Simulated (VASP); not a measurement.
Calculation: PBE GGA, VASP's PBE PAW potentials (set 64) (plane waves; VASP).

The input files of a VASP run:

**POSCAR**
```
Ba
1
   -2.5634306882     2.5634306882     2.5634306882
    2.5634306882    -2.5634306882     2.5634306882
    2.5634306882     2.5634306882    -2.5634306882
Ba
1
Direct
  0.0000000000   0.0000000000   0.0000000000
```

File KPOINTS:
```
Automatic mesh
0
Gamma
10 10 10
0 0 0
```

### INCAR
```
! general
SYSTEM =Ba
PREC   =Accurate
ENCUT  =480
LREAL  =.FALSE.
LASPH  =.TRUE.

! electronic loop
EDIFF  =1E-7
NELM   =100
ALGO   =Normal
LMAXMIX=4

! smearing
ISMEAR =1
SIGMA  =0.1

! functional
GGA    =PE

! ions
ISIF   =2

! output
LWAVE  =.FALSE.
LCHARG =.FALSE.
```

POTCAR, in this order: Ba_sv (PBE.64 set). Program: vasp_std.

Output

**OUTCAR**
```
 ion  position               nearest neighbor table
   1  0.000  0.000  0.000-
  LATTYP: Found a body centered cubic cell.
 ALAT       =     5.1268613764
 Subroutine PRICEL returns:
 Original cell was already a primitive cell.
 Subroutine GETGRP returns: Found 48 space group operations
The static configuration has the point symmetry O_h .
The dynamic configuration has the point symmetry O_h .
 Subroutine INISYM returns: Found 48 space group operations
 Subroutine IBZKPT returns following result:
 Found     47 irreducible k-points:

 Following reciprocal coordinates:
            Coordinates               Weight
  0.000000  0.000000  0.000000      1.000000
  0.100000  0.000000  0.000000     12.000000
  0.200000  0.000000  0.000000     12.000000
  0.300000  0.000000  0.000000     12.000000
  0.400000  0.000000  0.000000     12.000000
  0.500000  0.000000  0.000000      6.000000
  0.100000  0.100000  0.000000     24.000000
  0.200000  0.100000 -0.000000     48.000000
  0.300000  0.100000 -0.000000     48.000000
  0.400000  0.100000  0.000000     48.000000
...
```

**OSZICAR**
```
       N       E                     dE             d eps       ncg     rms          rms(c)
DAV:   1     0.582148072332E+02    0.58215E+02   -0.40904E+03   846   0.848E+02
DAV:   2     0.850431542484E+00   -0.57364E+02   -0.56369E+02   990   0.148E+02
DAV:   3    -0.181610059298E+01   -0.26665E+01   -0.26501E+01  1080   0.372E+01
DAV:   4    -0.189853675344E+01   -0.82436E-01   -0.82289E-01  1297   0.545E+00
DAV:   5    -0.189940605373E+01   -0.86930E-03   -0.86921E-03  1182   0.407E-01    0.151E+00
DAV:   6    -0.189989836805E+01   -0.49231E-03   -0.25669E-03  1214   0.602E-01    0.907E-01
DAV:   7    -0.190089553748E+01   -0.99717E-03   -0.63199E-03   917   0.103E+00    0.426E-02
DAV:   8    -0.190105201514E+01   -0.15648E-03   -0.31307E-04  1305   0.125E-01    0.268E-02
DAV:   9    -0.190106053954E+01   -0.85244E-05   -0.79814E-06  1228   0.313E-02    0.798E-03
DAV:  10    -0.190106359301E+01   -0.30535E-05   -0.65442E-06  1093   0.204E-02    0.130E-03
DAV:  11    -0.190106362386E+01   -0.30851E-07   -0.35604E-07  1262   0.542E-03
   1 F= -.19010636E+01 E0= -.19011990E+01  d E =0.406152E-03
```

**OUTCAR**
```
------------------------ aborting loop because EDIFF is reached ----------------------------------------
  FORCE on cell =-STRESS in cart. coord.  units (eV):
  Direction    XX          YY          ZZ          XY          YZ          ZX
  --------------------------------------------------------------------------------------
  Total       -0.1924534     -0.1924534     -0.1924534      0.0000000      0.0000000      0.0000000
  in kB       -4.5762681     -4.5762681     -4.5762681      0.0000000      0.0000000      0.0000000
  external PRESSURE =      -4.5762681 kB  Pullay stress =       0.0000000 kB
  volume of cell :       67.38
      direct lattice vectors                 reciprocal lattice vectors
    -2.563430688  2.563430688  2.563430688     0.000000000  0.195051110  0.195051110
     2.563430688 -2.563430688  2.563430688     0.195051110  0.000000000  0.195051110
     2.563430688  2.563430688 -2.563430688     0.195051110  0.195051110  0.000000000
 POSITION                                       TOTAL-FORCE (eV/Angst)
 -----------------------------------------------------------------------------------
      0.00000      0.00000      0.00000        -0.000000      0.000000      0.000000
 -----------------------------------------------------------------------------------
    total drift:                               -0.000000      0.000000      0.000000
  FREE ENERGIE OF THE ION-ELECTRON SYSTEM (eV)
  ---------------------------------------------------
  free  energy   TOTEN  =        -1.9010636239 eV

  energy  without entropy=       -1.9014697763  energy(sigma->0) =       -1.90119901
```
(Selected blocks of OUTCAR.)

The compound is Ba in the bcc structure. This cell was strained or had an atom moved on purpose.
